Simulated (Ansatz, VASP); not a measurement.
One calculation of FeCl3, two programs

Contents of INCAR:

```
  PREC = Accurate
  ENCUT = 520
  EDIFF = 1E-6
  ISMEAR = 0
  SIGMA = 0.05
  LREAL = False
  LASPH = True
  NELM = 150
  ALGO = Normal
  ISIF = 2
  LWAVE = False
  LCHARG = True
  ISPIN = 2
  MAGMOM = 5 0 0 0
  LORBIT = 11
  LMAXMIX = 4
  LDAU = True
  LDAUTYPE = 2
  LDAUL = 2 -1
  LDAUU = 7 0
  LDAUJ = 0 0
  LDAUPRINT = 1
  GGA = CA
  LELF = True
  LVHAR = True
  NBANDS = 26
```

The input KPOINTS:

```
regular mesh
0
Gamma
  4 4 4
```

File POSCAR:

```
FeCl3
1.0
    4.9425175000      0.0000000000      0.0000000000
    0.0000000000      4.9425175000      0.0000000000
    0.0000000000      0.0000000000      4.9425175000
Fe Cl
1 3
Direct
    0.0000000000      0.0000000000      0.0000000000
    0.5000000000      0.0000000000      0.0000000000
    0.0000000000      0.0000000000      0.5000000000
    0.0000000000      0.5000000000      0.0000000000
```

Input for Ansatz:

```yaml
crystal:
  lattice:
    - [4.9425175, 0.0, 0.0]
    - [0.0, 4.9425175, 0.0]
    - [0.0, 0.0, 4.9425175]
  atoms:
    - { symbol: Fe, position: [0.0, 0.0, 0.0], spin: 5.0 }
    - { symbol: Cl, position: [0.5, 0.0, 0.0] }
    - { symbol: Cl, position: [0.0, 0.0, 0.5] }
    - { symbol: Cl, position: [0.0, 0.5, 0.0] }
basis:
  ecutwfc: 420
  ecutrho_ratio: 4
kpoints:
  mp_grid: { grid: [4, 4, 4] }
hamiltonian:
  xc: lda
  hubbard: { sites: [{ site: 0, l: d, u_eff: 7.0 }] }
scf:
  occupations: { method: gaussian, width: 0.05 }
  lower_state_search: "off"
  max_iter: 150
output:
  forces: true
  stress: true
  eigenvalues: true
  populations: true
  hubbard: { sites: [{ site: 0, l: d }] }
magnetization:
  spin_polarized: true
```

Alike in both runs: task single point; functional LDA; k mesh 4 × 4 × 4; occupations gaussian, width 0.05 eV; collinear spin; Hubbard terms Fe d U = 7.0 eV.

|  | VASP | Ansatz |
| --- | --- | --- |
| version | VASP 6.6.1 | Ansatz 0.2.0 |
| potentials or method | VASP PAW LDA potentials, release 64 (Fe, Cl) | scalar-relativistic, plane waves, PAW |
| plane-wave cutoff (eV) | 520 | 420 |
| valence electrons in the cell | 29 | 37 |

Ansatz gave:

```
gap on the k mesh at the Fermi level (eV)                     : none
pressure (GPa)                                                : -5.1
net moment per atom (μB)                                      : 1.25
size of the moment on the site where the two differ most (μB) : 4.03
```

Task: Which values does VASP return?

Result: gap on the k mesh at the Fermi level (eV): 0.17; pressure (GPa): -6.7; net moment per atom (μB): 1.25; size of the moment on the site where the two differ most (μB): 4.32.

Site moments also hang on the region over which each program counts them. The programs project onto different local orbitals, so the same U acts differently. A gap of «none» marks a metal or a gap that the smearing closes. The two sets of potentials don't hold the same shells in valence. Ansatz warned: «filled_band_counts_differ_across_k_points».

Caveats: a cell with one magnetic atom can't hold antiferromagnetic order, which such compounds often take. A k mesh can miss the band edges. The state reached can hang on the start; a lower one may exist.
